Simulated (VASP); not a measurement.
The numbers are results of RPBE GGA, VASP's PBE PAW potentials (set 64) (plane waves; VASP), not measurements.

VASP input:

INCAR:
```
ALGO = Normal
EDIFF = 1E-7
ENCUT = 520
GGA = RP
ICHARG = 11
ISMEAR = 0
ISPIN = 2
LASPH = .TRUE.
LCHARG = .FALSE.
LMAXMIX = 6
LORBIT = 11
LREAL = .FALSE.
LWAVE = .FALSE.
MAGMOM = 3.0 0.3
NELM = 100
PREC = Accurate
SIGMA = 0.05
SYSTEM = FePt
```

**KPOINTS**
```
k-points along high-symmetry lines
10
Line-mode
Reciprocal
  0.000000   0.000000   0.000000 ! GAMMA
  0.000000   0.500000   0.000000 ! X

  0.000000   0.500000   0.000000 ! X
  0.500000   0.500000   0.000000 ! M

  0.500000   0.500000   0.000000 ! M
  0.000000   0.000000   0.000000 ! GAMMA

  0.000000   0.000000   0.000000 ! GAMMA
  0.000000   0.000000   0.500000 ! Z

  0.000000   0.000000   0.500000 ! Z
  0.000000   0.500000   0.500000 ! R

  0.000000   0.500000   0.500000 ! R
  0.500000   0.500000   0.500000 ! A

  0.500000   0.500000   0.500000 ! A
  0.000000   0.000000   0.500000 ! Z

  0.000000   0.500000   0.000000 ! X
  0.000000   0.500000   0.500000 ! R

  0.500000   0.500000   0.000000 ! M
  0.500000   0.500000   0.500000 ! A
```

File POSCAR:
```
FePt
1.0
  2.7545161510   0.0000000000   0.0000000000
  0.0000000000   2.7545161510   0.0000000000
  0.0000000000   0.0000000000   3.7807595499
Fe Pt
1 1
Cart
  0.0000000000   0.0000000000   0.0000000000
  1.3772580755   1.3772580755   1.8903797749
```

POTCAR, in this order: Fe Pt (PBE.64 set). Program: vasp_std. Read from the step before: CHGCAR.

The run wrote:

### OSZICAR
```
       N       E                     dE             d eps       ncg     rms          rms(c)
DAV:   1     0.943050619800E+02    0.94305E+02   -0.88831E+03  5560   0.133E+03
DAV:   2    -0.961292964512E+01   -0.10392E+03   -0.92817E+02  5603   0.255E+02
DAV:   3    -0.128483332454E+02   -0.32354E+01   -0.31651E+01  6814   0.542E+01
DAV:   4    -0.128818294331E+02   -0.33496E-01   -0.33483E-01  6520   0.475E+00
DAV:   5    -0.128827872020E+02   -0.95777E-03   -0.95770E-03  7143   0.878E-01
DAV:   6    -0.128828320397E+02   -0.44838E-04   -0.44836E-04  7194   0.150E-01
DAV:   7    -0.128828335557E+02   -0.15160E-05   -0.15159E-05  7229   0.266E-02
DAV:   8    -0.128828336297E+02   -0.73961E-07   -0.74498E-07  5887   0.449E-03
   1 F= -.12882834E+02 E0= -.12882010E+02  d E =-.164766E-02  mag=     3.3533
```

### OUTCAR
```



 magnetization (x)

# of ion       s       p       d       tot
------------------------------------------
    1        0.020   0.004   3.059   3.082
    2       -0.018  -0.041   0.446   0.387
--------------------------------------------------
tot          0.002  -0.036   3.504   3.470
```
(Selected blocks of OUTCAR.)

**OUTCAR**
```
 val. band max:        8.5882193408   @ k =   0.5000   0.5000   0.2778

 cond. band min:       8.5913516099   @ k =   0.0000   0.0000   0.4444



 spin component 1

 k-point     1 :       0.0000    0.0000    0.0000
  band No.  band energies     occupation
      1      -0.9645      1.00000
      2       2.2036      1.00000
      3       2.4122      1.00000
      4       4.9021      1.00000
      5       4.9021      1.00000
      6       5.3362      1.00000
      7       6.0766      1.00000
      8       6.2482      1.00000
      9       7.7135      1.00000
     10       7.7594      1.00000
     11       7.7594      1.00000
     12      10.5013      0.00000
     13      17.5169      0.00000
     14      19.7943      0.00000
     15      19.7943      0.00000

 k-point     2 :       0.0000    0.0556    0.0000
  band No.  band energies     occupation
      1      -0.8863      1.00000
      2       2.2486      1.00000
      3       2.4602      1.00000
      4       4.8737      1.00000
      5       4.9232      1.00000
      6       5.3575      1.00000
      7       6.0596      1.00000
      8       6.2473      1.00000
      9       7.5114      1.00000
     10       7.6444      1.00000
     11       7.7405      1.00000
     12      10.8208      0.00000
     13      17.4678      0.00000
     14      19.3447      0.00000
     15      19.9372      0.00000

 k-point     3 :       0.0000    0.1111    0.0000
  band No.  band energies     occupation
      1      -0.6566      1.00000
      2       2.3660      1.00000
      3       2.6154      1.00000
      4       4.7904      1.00000
      5       4.9858      1.00000
      6       5.4126      1.00000
      7       6.0111      1.00000
      8       6.2532      1.00000
      9       6.9794      1.00000
     10       7.4518      1.00000
     11       7.6845      1.00000
     12      11.5693      0.00000
     13      17.2045      0.00000
     14      18.4325      0.00000
...
```

The density is held fixed in this step, so its total energy and stress have no physical meaning. Unless said otherwise, spin-orbit coupling is left out, though it shifts the bands of the heavy elements here.

The compound is FePt in the L1_0 structure. It was relaxed first.
